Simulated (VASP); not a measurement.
# Sr2SO (P4/mmm) in VASP: further runs

One crystal, Sr2SO, is run at these levels: LDA; tasks: single point.

All numbers are computed with VASP 6.6.1; they aren't measurements. Logs are shortened: lines on timing, memory, paths and dates and some standing lists are left out, and cuts for length are marked.

### 1 The cell of the first run

The structure is tetragonal, space group P4/mmm (No. 123). Conventional cell: a = 4.043 Å, b = 4.043 Å, c = 5.432 Å, α = 90.00°, β = 90.00°, γ = 90.00°. Sr (site symmetry 4/mmm) is surrounded by 2 S at 2.72 Å and 4 O at 2.86 Å. Sr (site symmetry 4/mmm) has 2 O at 2.72 Å and 4 S at 2.86 Å as nearest neighbours. S (site symmetry 4/mmm) has 6 Sr at 2.72 to 2.86 Å as nearest neighbours. O (site symmetry 4/mmm) has 6 Sr at 2.72 to 2.86 Å as nearest neighbours.

The cell comes from a database or a generator and needn't be the stable form of this composition.

### 2 Single point, LDA (strain +0.000 along x and y, -0.050 along z, atoms carried along)

INCAR reads:

```
PREC = Accurate ; ENCUT = 520
EDIFF = 1E-6 ; ISMEAR = 0
SIGMA = 0.05 ; LREAL = F
LASPH = T ; NELM = 100
ALGO = Fast ; ISIF = 2
LWAVE = F ; LCHARG = F
GGA = CA ; NBANDS = 24
```

KPOINTS reads:

```
regular mesh
0
Gamma
  8 8 6
```

POSCAR reads:

```
Sr2SO
1.0
    4.0432370000      0.0000000000      0.0000000000
    0.0000000000      4.0432370000      0.0000000000
    0.0000000000      0.0000000000      5.4321000000
Sr S O
2 1 1
Direct
    0.0000000000      0.0000000000      0.0000000000
    0.5000000000      0.5000000000      0.5000000000
    0.0000000000      0.0000000000      0.5000000000
    0.5000000000      0.5000000000      0.0000000000
```

Potentials or basis: VASP PAW LDA potentials, release 64 (Sr_sv, S, O).

Launch:

```
$ cat potpaw_LDA.64/Sr_sv/POTCAR potpaw_LDA.64/S/POTCAR potpaw_LDA.64/O/POTCAR > POTCAR
$ mpirun -np 1 vasp_std > vasp.out
```

OUTCAR:

```text
PREC = Accurate
   ENCUT = 520
   EDIFF = 1E-6
   ISMEAR = 0
   LREAL = F
   LASPH = T
   NELM = 100
   ISIF = 2
   GGA = CA

 ion  position               nearest neighbor table
   1  0.000  0.000  0.000-   3 2.72   3 2.72   4 2.86   4 2.86   4 2.86   4 2.86   2 3.94   2 3.94
                             2 3.94   2 3.94   2 3.94   2 3.94   2 3.94   2 3.94
   2  0.500  0.500  0.500-   4 2.72   4 2.72   3 2.86   3 2.86   3 2.86   3 2.86   1 3.94   1 3.94
                             1 3.94   1 3.94   1 3.94   1 3.94   1 3.94   1 3.94
   3  0.000  0.000  0.500-   1 2.72   1 2.72   2 2.86   2 2.86   2 2.86   2 2.86
   4  0.500  0.500  0.000-   2 2.72   2 2.72   1 2.86   1 2.86   1 2.86   1 2.86

  LATTYP: Found a simple tetragonal cell.
 ALAT       =     4.0432370000
 C/A-ratio  =     1.3435027430

  Lattice vectors:

 A1 = (   4.0432370000,   0.0000000000,   0.0000000000)
 A2 = (   0.0000000000,   4.0432370000,   0.0000000000)
 A3 = (   0.0000000000,   0.0000000000,   5.4321000000)

Analysis of symmetry for initial positions (statically):
=====================================================================
 Subroutine PRICEL returns:
 Original cell was already a primitive cell.

 Routine SETGRP: Setting up the symmetry group for a
 simple tetragonal supercell.

 Subroutine GETGRP returns: Found 16 space group operations
 (whereof 16 operations were pure point group operations)
 out of a pool of 16 trial point group operations.

The static configuration has the point symmetry D_4h.

Analysis of symmetry for dynamics (positions and initial velocities):
=====================================================================
 Subroutine PRICEL returns:
 Original cell was already a primitive cell.

 Routine SETGRP: Setting up the symmetry group for a
 simple tetragonal supercell.

 Subroutine GETGRP returns: Found 16 space group operations
 (whereof 16 operations were pure point group operations)
 out of a pool of 16 trial point group operations.

The dynamic configuration has the point symmetry D_4h.

 Subroutine INISYM returns: Found 16 space group operations
 (whereof 16 operations are pure point group operations),
 and found     1 'primitive' translations

----------------------------------------------------------------------------------------

                                     Primitive cell

  volume of cell :      88.8027

  direct lattice vectors                    reciprocal lattice vectors
     4.043237000  0.000000000  0.000000000     0.247326585  0.000000000  0.000000000
     0.000000000  4.043237000  0.000000000     0.000000000  0.247326585  0.000000000
     0.000000000  0.000000000  5.432100000     0.000000000  0.000000000  0.184090867

  length of vectors
     4.043237000  4.043237000  5.432100000     0.247326585  0.247326585  0.184090867

  position of ions in fractional coordinates (direct lattice)
     0.000000000  0.000000000  0.000000000
     0.500000000  0.500000000  0.500000000
     0.000000000  0.000000000  0.500000000
     0.500000000  0.500000000  0.000000000

  ion indices of the primitive-cell ions
   primitive index   ion index
                 1           1
                 2           2
                 3           3
                 4           4

----------------------------------------------------------------------------------------

 KPOINTS: regular mesh

Automatic generation of k-mesh.
 Grid dimensions read from file:
 generate k-points for:    8    8    6

 Generating k-lattice:

  Cartesian coordinates                     Fractional coordinates (reciprocal lattice)
     0.030915823  0.000000000  0.000000000     0.125000000  0.000000000  0.000000000
     0.000000000  0.030915823  0.000000000     0.000000000  0.125000000  0.000000000
     0.000000000  0.000000000  0.030681811     0.000000000  0.000000000  0.166666667

  Length of vectors
     0.030915823  0.030915823  0.030681811

  Shift w.r.t. Gamma in fractional coordinates (k-lattice)
     0.000000000  0.000000000  0.000000000

 Subroutine IBZKPT returns following result:
 ===========================================

 Found     60 irreducible k-points:

 Following reciprocal coordinates:
            Coordinates               Weight
  0.000000  0.000000  0.000000      1.000000
  0.125000  0.000000  0.000000      4.000000
  0.250000  0.000000  0.000000      4.000000
  0.375000  0.000000  0.000000      4.000000
  0.500000  0.000000  0.000000      2.000000
  0.125000  0.125000  0.000000      4.000000
[... 16 lines left out ...]
  0.375000  0.125000  0.166667     16.000000
  0.500000  0.125000  0.166667      8.000000
 [... further k-points ...]
   k-points           NKPTS =     60   k-points in BZ     NKDIM =     60   number of bands    NBANDS=     24
   number of dos      NEDOS =    301   number of ions     NIONS =      4
   total plane-waves  NPLWV =  36000
   dimension x,y,z NGX =    30 NGY =   30 NGZ =   40
   dimension x,y,z NGXF=    60 NGYF=   60 NGZF=   80
   ions per type =               2   1   1
   NGX,Y,Z   is equivalent  to a cutoff of  12.34, 12.34, 12.24 a.u.
   NGXF,Y,Z  is equivalent  to a cutoff of  24.67, 24.67, 24.48 a.u.
 SYSTEM =  unknown system
   PREC   = accura    normal or accurate (medium, high low for compatibility)
   ISTART =      0    job   : 0-new  1-cont  2-samecut
   ICHARG =      2    charge: 1-file 2-atom 10-const
   ISPIN  =      1    spin polarized calculation?
   LNONCOLLINEAR =      F non collinear calculations
   LSORBIT =      F    spin-orbit coupling
   LASPH  =      T    aspherical Exc in radial PAW
   ENCUT  =  520.0 eV  38.22 Ry    6.18 a.u.   7.52  7.52 10.10*2*pi/ulx,y,z
   NELM   =    100;   NELMIN=  2; NELMDL= -5     # of ELM steps
   EDIFF  = 0.1E-05   stopping-criterion for ELM
   LREAL  =      F    real-space projection
   EDIFFG = 0.1E-04   stopping-criterion for IOM
   NSW    =      0    number of steps for IOM
   IBRION =     -1    ionic relax: 0-MD 1-quasi-New 2-CG
   NFREE  =      0    steps in history (QN), initial steepest desc. (CG)
   ISIF   =      2    stress and relaxation
   ISYM   =      2    0-nonsym 1-usesym 2-fastsym
   POTIM  = 0.5000    time-step for ionic-motion
   TEBEG  =    0.0;   TEEND  =   0.0 temperature during run
   PSTRESS=    0.0 pullay stress
   NELECT =      32.0000    total number of electrons
   NUPDOWN=      -1.0000    fix difference up-down
   EMIN   =  10.00;   EMAX   =-10.00  energy-range for DOS
   EFERMI =   0.00;   METHOD = LEGACY
   ISMEAR =     0;   SIGMA  =   0.05  broadening in eV -4-tet -1-fermi 0-gaus
   EFERMI_NEDOS =   21; number of points for ismear=-14 and -15
   IALGO  =     68    algorithm
   IMIX   =      4    mixing-type and parameters
     AMIX     =   0.40;   BMIX     =  1.00
     AMIX_MAG =   1.60;   BMIX_MAG =  1.00
  volume/ion in A,a.u.               =      22.20       149.82
  Fermi-wavevector in a.u.,A,eV,Ry     =   1.164974  2.201481 18.465332  1.357164
  Thomas-Fermi vector in A             =   2.301505
   LORBIT       =      0    0 simple, 1 ext, 2 COOP (PROOUT), +10 PAW based schemes
   GGA     = CA    functional components
   LHFCALC =     F    Hartree Fock is set to
   AEXX    =    0.0000 exact exchange contribution
   IVDW    =     0    specifies the selected vdW correction
   LEPSILON=     F    determine dielectric tensor
   LRPA    =     F    only Hartree local field effects (RPA)
 non-spin polarized calculation
 RMM-DIIS sequential band-by-band and
 Gauss-broadening in eV      SIGMA  =   0.05
  energy-cutoff  :      520.00
  volume of cell :       88.80
 maximum number of plane-waves:      2424
   NGX = 15   NGY = 15   NGZ = 21

 number of electron      31.9999988 magnetization

 Free energy of the ion-electron system (eV)
  ---------------------------------------------------
  ext. energy  EPLUGINS =         0.00000000
  ---------------------------------------------------
  free energy    TOTEN  =       -23.35106686 eV

  energy without entropy =      -23.35106686  energy(sigma->0) =      -23.35106686

 E-fermi :   2.0891     XC(G=0):  -9.7697

 val. band max:        1.8178635298   @ k =   0.0000   0.0000   0.0000
 cond. band min:       3.8025194258   @ k =   0.0000   0.0000   0.0000
 fundamental gap:      1.9846558960
 Fermi energy:         2.0890902657

 k-point     1 :       0.0000    0.0000    0.0000
  band No.  band energies     occupation
      1     -31.2488      2.00000
      2     -31.1464      2.00000
      3     -13.7810      2.00000
      4     -13.4515      2.00000
      5     -13.4515      2.00000
      6     -13.2059      2.00000
[... 16 lines left out ...]
     23       7.4509      0.00000
     24       9.2055      0.00000

 k-point     2 :       0.1250    0.0000    0.0000
  band No.  band energies     occupation
      1     -31.2453      2.00000
      2     -31.1461      2.00000
      3     -13.7640      2.00000
      4     -13.5321      2.00000
      5     -13.4379      2.00000
      6     -13.3496      2.00000
[... 16 lines left out ...]
     23       7.7189      0.00000
     24       9.5723      0.00000

 k-point     3 :       0.2500    0.0000    0.0000
  band No.  band energies     occupation
      1     -31.2365      2.00000
      2     -31.1456      2.00000
      3     -13.7198      2.00000
      4     -13.7028      2.00000
      5     -13.5936      2.00000
      6     -13.4020      2.00000
[... 16 lines left out ...]
     23       8.6234      0.00000
     24       8.7503      0.00000
[... 514 lines left out ...]
 k-point    23 :       0.3750    0.1250    0.1667
  band No.  band energies     occupation
      1     -31.2247      2.00000
      2     -31.1442      2.00000
      3     -13.9517      2.00000
      4     -13.8740      2.00000
      5     -13.5413      2.00000
      6     -13.3967      2.00000
[... 16 lines left out ...]
     23       9.1794      0.00000
     24       9.6714      0.00000

 k-point    24 :       0.5000    0.1250    0.1667
  band No.  band energies     occupation
      1     -31.2215      2.00000
      2     -31.1435      2.00000
      3     -13.9890      2.00000
      4     -13.9312      2.00000
      5     -13.5318      2.00000
      6     -13.3789      2.00000
[... 16 lines left out ...]
     23       9.0893      0.00000
     24       9.6503      0.00000

 [... further k-points ...]

------------------------ aborting loop because EDIFF is reached ----------------------------------------

  FORCE on cell =-STRESS in cart. coord.  units (eV):
  Direction    XX          YY          ZZ          XY          YZ          ZX
  --------------------------------------------------------------------------------------
  -------------------------------------------------------------------------------------
  Total       -1.8845146     -1.8845146      1.8688288      0.0000000     -0.0000000     -0.0000000
  in kB      -34.0003936    -34.0003936     33.7173889      0.0000000     -0.0000000     -0.0000000
  external PRESSURE =     -11.4277994 kB  Pullay stress =       0.0000000 kB

 VOLUME and BASIS-vectors are now :
 -----------------------------------------------------------------------------
  energy-cutoff  :      520.00
  volume of cell :       88.80
      direct lattice vectors                 reciprocal lattice vectors
     4.043237000  0.000000000  0.000000000     0.247326585  0.000000000  0.000000000
     0.000000000  4.043237000  0.000000000     0.000000000  0.247326585  0.000000000
     0.000000000  0.000000000  5.432100000     0.000000000  0.000000000  0.184090867

 POSITION                                       TOTAL-FORCE (eV/Angst)
 -----------------------------------------------------------------------------------
      0.00000      0.00000      0.00000         0.000000      0.000000      0.000000
      2.02162      2.02162      2.71605         0.000000      0.000000      0.000000
      0.00000      0.00000      2.71605         0.000000      0.000000      0.000000
      2.02162      2.02162      0.00000         0.000000      0.000000      0.000000
 -----------------------------------------------------------------------------------
    total drift:                                0.000000      0.000000     -0.000000

  FREE ENERGIE OF THE ION-ELECTRON SYSTEM (eV)
  ---------------------------------------------------
  free  energy   TOTEN  =       -23.3510668635 eV

  energy  without entropy=      -23.3510668635  energy(sigma->0) =      -23.35106686
```

Wall time 92 s (1 thread of Intel Xeon Platinum 8488C (Sapphire Rapids), shared host); peak memory 0.24 GiB.

What came out:

```yaml
Free_energy: -23.3511 eV
Pressure: -1.1 GPa
Band_gap_on_the_k_mesh: 1.98 eV, direct
```

A k mesh can miss the band edges.

[end of part 1 of 2]
